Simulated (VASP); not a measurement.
An input for Quantum ESPRESSO's pw.x (written as the equivalent of a VASP run, and not itself run):

```
&CONTROL
  calculation = 'scf'
  pseudo_dir = './pseudo'
  outdir = './out'
  tprnfor = .true.
  tstress = .true.
/
&SYSTEM
  ibrav = 0
  nat = 4
  ntyp = 2
  ecutwfc = 84
  occupations = 'tetrahedra'
  input_dft = 'pbe'
  vdw_corr = 'grimme-d3'
  dftd3_version = 3
  dftd3_threebody = .false.
/
&ELECTRONS
  conv_thr = 7.3e-09
  electron_maxstep = 100
/
ATOMIC_SPECIES
  Zn 65.380 Zn.upf
  O 15.999 O.upf
CELL_PARAMETERS angstrom
     1.6362538   -2.8340752   -0.0000000
     1.6362538    2.8340752    0.0000000
    -0.0000000    0.0000000    5.2812446
ATOMIC_POSITIONS crystal
  Zn   0.6666670  0.3333330  0.5012131
  Zn   0.3333330  0.6666670  0.0012131
  O    0.6666670  0.3333330  0.8807869
  O    0.3333330  0.6666670  0.3807869
K_POINTS automatic
  9 9 5 0 0 0
```

Question: Translate this input to VASP (INCAR, KPOINTS, POSCAR, choice of POTCAR).

Answer: This is not unique; one that fits is 
POSCAR:
```
ZnO
1
    1.6362538484    -2.8340752463    -0.0000000000
    1.6362538484     2.8340752463     0.0000000000
   -0.0000000000     0.0000000000     5.2812445686
Zn O
2 2
Direct
  0.6666670000   0.3333330000   0.5012130862
  0.3333330000   0.6666670000   0.0012130862
  0.6666670000   0.3333330000   0.8807869138
  0.3333330000   0.6666670000   0.3807869138
```

KPOINTS:
```
K-points
0
Gamma
  9 9 5
0 0 0
```

INCAR:
```
LORBIT = 11
LASPH = .TRUE.   # aspherical one-centre terms
IVDW = 11   # D3, zero damping
LMAXMIX = 4   # l cut-off of mixed one-centre charges
PREC = Accurate
ENCUT = 520
ALGO = Normal   # blocked Davidson
ISMEAR = -5   # tetrahedra, Bloechl
LREAL = .FALSE.   # projection in real space or not
ISIF = 2   # forces and stress, cell fixed
GGA = PE
NEDOS = 601   # DOS grid
LEFG = .TRUE.
NELM = 100   # most electronic steps
SYSTEM = ZnO
EDIFF = 1E-7   # SCF stop (eV)
LCHARG = .TRUE.
LWAVE = .FALSE.
```

POTCAR, in this order: Zn O (PBE.64 set). Program: vasp_std.

The two are equivalent in intent, not identical: the potentials are each code's own (VASP's PAW set, PseudoDojo norm-conserving files in pw.x), so ENCUT and ecutwfc are chosen apart and not converted; conv_thr bounds pw.x's estimated SCF error, while EDIFF bounds the energy change between steps; the field gradients of LEFG aren't asked of the other code.

The compound is ZnO in the wurtzite structure. It was relaxed first.
